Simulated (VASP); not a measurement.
# EuMo (Pm-3m) in VASP: notebook

The runs below take EuMo through relaxation of cell and atoms, with LDA, PBE, PBEsol, RPBE, revPBE.

All numbers are computed with VASP 6.6.1; they aren't measurements. Logs are shortened: lines on timing, memory, paths and dates and some standing lists are left out, and cuts for length are marked.

## 1. The crystal as given

It takes space group Pm-3m (No. 221, cubic). The conventional cell has a = 3.531 Å, b = 3.531 Å, c = 3.531 Å, α = 90.00°, β = 90.00°, γ = 90.00°. Eu (site symmetry m-3m) has 8 Mo at 3.06 Å as nearest neighbours. Mo (site symmetry m-3m) has 8 Eu at 3.06 Å as nearest neighbours.

The cell was built by a generator and needn't be a form met in nature.

## 2. Relaxation of cell and atoms, LDA, collinear spin, ferromagnetic start

Contents of INCAR:

```
SYSTEM = EuMo
  PREC = Accurate
  ENCUT = 600
  EDIFF = 1E-7
  ISMEAR = -1
  SIGMA = 0.05
  LREAL = .False.
  LASPH = .True.
  NELM = 100
  ALGO = Normal
  ISIF = 3
  LWAVE = .False.
  LCHARG = .False.
  ISPIN = 2
  MAGMOM = 7 1
  LORBIT = 11
  LMAXMIX = 6
  GGA = CA
  IBRION = 2
  NSW = 60
  EDIFFG = -0.02
```

Contents of KPOINTS:

```
Automatic mesh
0
Gamma
  6 6 6
  0 0 0
```

Contents of POSCAR:

```
EuMo
1.0
    3.5314500000      0.0000000000      0.0000000000
    0.0000000000      3.5314500000      0.0000000000
    0.0000000000      0.0000000000      3.5314500000
Eu Mo
1 1
Direct
    0.5000000000      0.5000000000      0.5000000000
    0.0000000000      0.0000000000      0.0000000000
```

Potentials or basis: VASP PAW PBE potentials, release 64 (Eu, Mo_sv).

The run is started by

```console
$ cat potpaw_PBE.64/Eu/POTCAR potpaw_PBE.64/Mo_sv/POTCAR > POTCAR
$ mpirun -np 1 vasp_std > vasp.out
```

OUTCAR:

```text
SYSTEM = EuMo
   PREC = Accurate
   ENCUT = 600
   EDIFF = 1E-7
   ISMEAR = -1
   LREAL = .False.
   LASPH = .True.
   NELM = 100
   ISIF = 3
   ISPIN = 2
   LORBIT = 11
   GGA = CA
   IBRION = 2
   NSW = 60
   EDIFFG = -0.02

 ion  position               nearest neighbor table
   1  0.500  0.500  0.500-   2 3.06   2 3.06   2 3.06   2 3.06   2 3.06   2 3.06   2 3.06   2 3.06

   2  0.000  0.000  0.000-   1 3.06   1 3.06   1 3.06   1 3.06   1 3.06   1 3.06   1 3.06   1 3.06

  LATTYP: Found a simple cubic cell.
 ALAT       =     3.5314500000

  Lattice vectors:

 A1 = (   3.5314500000,   0.0000000000,   0.0000000000)
 A2 = (   0.0000000000,   3.5314500000,   0.0000000000)
 A3 = (   0.0000000000,   0.0000000000,   3.5314500000)

Analysis of symmetry for initial positions (statically):
=====================================================================
 Subroutine PRICEL returns:
 Original cell was already a primitive cell.

 Routine SETGRP: Setting up the symmetry group for a
 simple cubic supercell.

 Subroutine GETGRP returns: Found 48 space group operations
 (whereof 48 operations were pure point group operations)
 out of a pool of 48 trial point group operations.

The static configuration has the point symmetry O_h .

Analysis of symmetry for dynamics (positions and initial velocities):
=====================================================================
 Subroutine PRICEL returns:
 Original cell was already a primitive cell.

 Routine SETGRP: Setting up the symmetry group for a
 simple cubic supercell.

 Subroutine GETGRP returns: Found 48 space group operations
 (whereof 48 operations were pure point group operations)
 out of a pool of 48 trial point group operations.

The dynamic configuration has the point symmetry O_h .

Analysis of structural, dynamic, and magnetic symmetry:
=====================================================================
 Subroutine PRICEL returns:
 Original cell was already a primitive cell.

 Routine SETGRP: Setting up the symmetry group for a
 simple cubic supercell.

 Subroutine GETGRP returns: Found 48 space group operations
 (whereof 48 operations were pure point group operations)
 out of a pool of 48 trial point group operations.

The overall configuration has the point symmetry O_h .

 Subroutine INISYM returns: Found 48 space group operations
 (whereof 48 operations are pure point group operations),
[... 104 lines left out ...]
   EMIN   =  10.00;   EMAX   =-10.00  energy-range for DOS
   EFERMI =   0.00;   METHOD = LEGACY
   ISMEAR =    -1;   SIGMA  =   0.05  broadening in eV -4-tet -1-fermi 0-gaus
   EFERMI_NEDOS =   21; number of points for ismear=-14 and -15
   IALGO  =     38    algorithm
   IMIX   =      4    mixing-type and parameters
     AMIX     =   0.40;   BMIX     =  1.00
     AMIX_MAG =   1.60;   BMIX_MAG =  1.00
  volume/ion in A,a.u.               =      22.02       148.60
  Fermi-wavevector in a.u.,A,eV,Ry     =   1.456271  2.751954 28.854236  2.120727
  Thomas-Fermi vector in A             =   2.573209
   LORBIT       =     11    0 simple, 1 ext, 2 COOP (PROOUT), +10 PAW based schemes
   GGA     = CA    functional components
   LHFCALC =     F    Hartree Fock is set to
   AEXX    =    0.0000 exact exchange contribution
   IVDW    =     0    specifies the selected vdW correction
   LEPSILON=     F    determine dielectric tensor
   LRPA    =     F    only Hartree local field effects (RPA)
 conjugate gradient relaxation of ions
 spin polarized calculation
  energy-cutoff  :      600.00
  volume of cell :       44.04
 maximum number of plane-waves:      1492
   NGX = 15   NGY = 15   NGZ = 15

--------------------------------------- Ionic step        1  -------------------------------------------

 number of electron      31.0000005 magnetization       5.9525667

 Free energy of the ion-electron system (eV)
  ---------------------------------------------------
  ext. energy  EPLUGINS =         0.00000000
  ---------------------------------------------------
  free energy    TOTEN  =       -21.71644466 eV

  energy without entropy =      -21.67758157  energy(sigma->0) =      -21.69701311

------------------------ aborting loop because EDIFF is reached ----------------------------------------

  FORCE on cell =-STRESS in cart. coord.  units (eV):
  Direction    XX          YY          ZZ          XY          YZ          ZX
  --------------------------------------------------------------------------------------
  -------------------------------------------------------------------------------------
  Total       -2.4486864     -2.4486864     -2.4486864     -0.0000000     -0.0000000      0.0000000
  in kB      -89.0808932    -89.0808932    -89.0808932     -0.0000000     -0.0000000      0.0000000
  external PRESSURE =     -89.0808932 kB  Pullay stress =       0.0000000 kB
[... 61 lines left out ...]
--------------------------------------- Ionic step        3  -------------------------------------------

 number of electron      31.0000006 magnetization      -6.1360065

 Free energy of the ion-electron system (eV)
  ---------------------------------------------------
  ext. energy  EPLUGINS =         0.00000000
  ---------------------------------------------------
  free energy    TOTEN  =       -21.87124270 eV

  energy without entropy =      -21.83594656  energy(sigma->0) =      -21.85359463

 E-fermi :   7.0373     XC(G=0): -12.6018

 val. band max:        7.0097722898   @ k =   0.3333   0.3333   0.0000
 cond. band min:       7.0464286954   @ k =   0.5000   0.1667   0.1667
 fundamental gap:      0.0366564056
 Fermi energy:         7.0372977199

 spin component 1

 k-point     1 :       0.0000    0.0000    0.0000
  band No.  band energies     occupation
      1     -52.9956      1.00000
      2     -30.9636      1.00000
      3     -27.2684      1.00000
      4     -27.2684      1.00000
      5     -27.2684      1.00000
      6     -10.0441      1.00000
[... 509 lines left out ...]
     22      10.7541      0.00000
     23      10.7541      0.00000
 Fermi energy:         7.0372977199

 spin component 2

 k-point     1 :       0.0000    0.0000    0.0000
  band No.  band energies     occupation
      1     -52.7746      1.00000
      2     -33.5577      1.00000
      3     -27.0368      1.00000
      4     -27.0368      1.00000
      5     -27.0368      1.00000
      6     -12.0014      1.00000
[... 538 lines left out ...]
  FREE ENERGIE OF THE ION-ELECTRON SYSTEM (eV)
  ---------------------------------------------------
  free  energy   TOTEN  =       -21.8712426990 eV

  energy  without entropy=      -21.8359465578  energy(sigma->0) =      -21.85359463

 reached required accuracy - stopping structural energy minimisation

 total charge

# of ion       s       p       d       f       tot
--------------------------------------------------
    1        2.104   5.624   0.868   6.348  14.944
    2        2.353   6.052   4.108   0.000  12.513
--------------------------------------------------
tot          4.457  11.676   4.976   6.348  27.457

 magnetization (x)

# of ion       s       p       d       f       tot
--------------------------------------------------
    1       -0.005   0.062  -0.103  -6.224  -6.271
    2       -0.010  -0.006   0.380   0.000   0.363
--------------------------------------------------
tot         -0.015   0.055   0.277  -6.224  -5.908
```

Wall time 3.6 min (1 thread of AMD EPYC 9R45 (Zen 5), shared host); peak memory 0.17 GiB.

What came out:

```yaml
Free_energy: -21.8712 eV
Relaxed_volume: 19.54 Å³/atom
Relaxed_cell: a = 3.394 Å, b = 3.394 Å, c = 3.394 Å, α = 90.00°, β = 90.00°, γ = 90.00°
Space_group_after_relaxing_to_0.05_Å: Pm-3m (No. 221)
Energy_gained_by_relaxing: 77.4 meV/atom
Ionic_steps: 3
Pressure_after_relaxing: 0.0 GPa
Band_gap_on_the_k_mesh: none (metal or under the smearing width)
Net_moment: -6.14 μB per cell
Site_moments: Eu -6.27; Mo +0.36 μB
Valence_electrons_inside_the_program's_atomic_spheres: Eu 14.94; Mo 12.51
```

Step by step:
```tsv
step	energy change (eV)	largest force (eV/Å)	pressure (GPa)	volume (Å³)
1	0.0000	0.0000	-8.91	44.04
2	-0.1053	0.0000	7.03	36.69
3	-0.1548	0.0000	0.00	39.08
```

Final structure:
```
Eu Mo
1.0
     3.39352    0.00000    0.00000
     0.00000    3.39352    0.00000
     0.00000    0.00000    3.39352
Eu Mo
1 1
Direct
  0.50000 0.50000 0.50000
  0.00000 0.00000 0.00000
```

Caveat: the PAW data sets were made with another functional, which shifts forces and pressure a little; spin-orbit coupling is left out, which moves the levels of the heavy elements; without U or exact exchange the open f shell lies at the Fermi level, which spoils levels, moments and volumes. The state reached can hang on the start; a lower one may exist.

## 3. Relaxation of cell and atoms, PBE, collinear spin, ferromagnetic start

Edit INCAR of step 2 so:

```diff
@@ -17,3 +17,3 @@
   LMAXMIX = 6
-  GGA = CA
+  GGA = PE
   IBRION = 2
```

KPOINTS is that of step 2.

POSCAR is that of step 2.

Potentials or basis: VASP PAW PBE potentials, release 64 (Eu, Mo_sv).

The run is started by

```console
$ cat potpaw_PBE.64/Eu/POTCAR potpaw_PBE.64/Mo_sv/POTCAR > POTCAR
$ mpirun -np 1 vasp_std > vasp.out
```

OUTCAR:

```text
SYSTEM = EuMo
   PREC = Accurate
   ENCUT = 600
   EDIFF = 1E-7
   ISMEAR = -1
   LREAL = .False.
   LASPH = .True.
   NELM = 100
   ISIF = 3
   ISPIN = 2
   LORBIT = 11
   GGA = PE
   IBRION = 2
   NSW = 60
   EDIFFG = -0.02

 ion  position               nearest neighbor table
   1  0.500  0.500  0.500-   2 3.06   2 3.06   2 3.06   2 3.06   2 3.06   2 3.06   2 3.06   2 3.06

   2  0.000  0.000  0.000-   1 3.06   1 3.06   1 3.06   1 3.06   1 3.06   1 3.06   1 3.06   1 3.06

  LATTYP: Found a simple cubic cell.
[... 1302 lines left out ...]
 -----------------------------------------------------------------------------
  energy-cutoff  :      600.00
  volume of cell :       43.89
      direct lattice vectors                 reciprocal lattice vectors
     3.527471338  0.000000000  0.000000000     0.283489192  0.000000000 -0.000000000
    -0.000000000  3.527471338  0.000000000    -0.000000000  0.283489192 -0.000000000
     0.000000000  0.000000000  3.527471338    -0.000000000 -0.000000000  0.283489192

 POSITION                                       TOTAL-FORCE (eV/Angst)
 -----------------------------------------------------------------------------------
      1.76374      1.76374      1.76374        -0.000000      0.000000      0.000000
      0.00000      0.00000      0.00000         0.000000     -0.000000      0.000000
 -----------------------------------------------------------------------------------
    total drift:                                0.000000      0.000000      0.000000

  FREE ENERGIE OF THE ION-ELECTRON SYSTEM (eV)
  ---------------------------------------------------
  free  energy   TOTEN  =       -20.3431556904 eV

  energy  without entropy=      -20.3074909648  energy(sigma->0) =      -20.32532333

 reached required accuracy - stopping structural energy minimisation

 total charge

# of ion       s       p       d       f       tot
--------------------------------------------------
    1        2.097   5.679   0.700   6.374  14.850
    2        2.336   6.039   3.994   0.000  12.369
--------------------------------------------------
tot          4.434  11.718   4.694   6.374  27.219

 magnetization (x)

# of ion       s       p       d       f       tot
--------------------------------------------------
    1        0.004  -0.105   0.105   6.287   6.291
    2       -0.007   0.001  -0.978   0.000  -0.985
--------------------------------------------------
tot         -0.003  -0.104  -0.873   6.287   5.306
```

CONTCAR:

```text
EuMo
   1.00000000000000
     3.5274713383556322    0.0000000000000000    0.0000000000000000
    -0.0000000000000000    3.5274713383556322    0.0000000000000000
     0.0000000000000000    0.0000000000000000    3.5274713383556322
  Eu              Mo
     1     1
Direct
     0.5000000000000000    0.5000000000000000    0.5000000000000000
     0.0000000000000000    0.0000000000000000    0.0000000000000000

  0.00000000E+00  0.00000000E+00  0.00000000E+00
  0.00000000E+00  0.00000000E+00  0.00000000E+00
```

Wall time 1.9 min (1 thread of AMD EPYC 9R45 (Zen 5), shared host); peak memory 0.19 GiB.

What came out:

* Free energy: -20.3432 eV
* Relaxed volume: 21.95 Å³/atom
* Relaxed cell: a = 3.527 Å, b = 3.527 Å, c = 3.527 Å, α = 90.00°, β = 90.00°, γ = 90.00°
* Space group after relaxing (to 0.05 Å): Pm-3m (No. 221)
* Energy gained by relaxing: 0.0 meV/atom
* Ionic steps: 2
* Pressure after relaxing: 0.0 GPa
* Band gap on the k mesh: none (metal or under the smearing width)
* Net moment: 5.48 μB per cell
* Site moments: Eu +6.29; Mo -0.98 μB
* Valence electrons inside the program's atomic spheres: Eu 14.85; Mo 12.37

Final structure:
```xyz
2
Lattice="3.5275 0.0000 0.0000 0.0000 3.5275 0.0000 0.0000 0.0000 3.5275" Properties=species:S:1:pos:R:3 pbc="T T T"
Eu    1.7637    1.7637    1.7637
Mo    0.0000    0.0000    0.0000
```

Levels at points of the mesh, in eV from the Fermi level:
Spin up:
| k point | band 15 | band 16 | band 17 | band 18 | band 19 | band 20 | band 21 | band 22 |
| --- | --- | --- | --- | --- | --- | --- | --- | --- |
| (0.00, 0.00, 0.00) | -0.50 | -0.50 | -0.50 | -0.49 | 0.75 | 0.75 | 0.75 | 4.00 |
| (0.50, 0.00, 0.00) | -0.66 | -0.39 | -0.39 | 0.23 | 0.89 | 1.09 | 1.09 | 1.77 |
| (0.50, 0.50, 0.00) | -0.55 | -0.50 | -0.50 | -0.39 | -0.38 | 2.29 | 2.66 | 3.16 |
| (0.50, 0.50, 0.50) | -0.40 | -0.18 | -0.18 | -0.18 | -0.10 | -0.10 | -0.10 | 2.37 |
Spin down:
| k point | band 11 | band 12 | band 13 | band 14 | band 15 | band 16 |
| --- | --- | --- | --- | --- | --- | --- |
| (0.00, 0.00, 0.00) | -2.76 | 0.14 | 0.14 | 0.14 | 3.95 | 3.95 |
| (0.50, 0.00, 0.00) | -1.18 | -0.06 | -0.06 | 0.43 | 1.67 | 2.34 |
| (0.50, 0.50, 0.00) | -1.17 | -1.17 | 1.65 | 2.28 | 2.88 | 2.88 |
| (0.50, 0.50, 0.50) | -0.53 | 0.11 | 0.11 | 0.11 | 1.72 | 1.72 |

Caveat: spin-orbit coupling is left out, which moves the levels of the heavy elements; without U or exact exchange the open f shell lies at the Fermi level, which spoils levels, moments and volumes. The state reached can hang on the start; a lower one may exist.

[end of part 1 of 2]
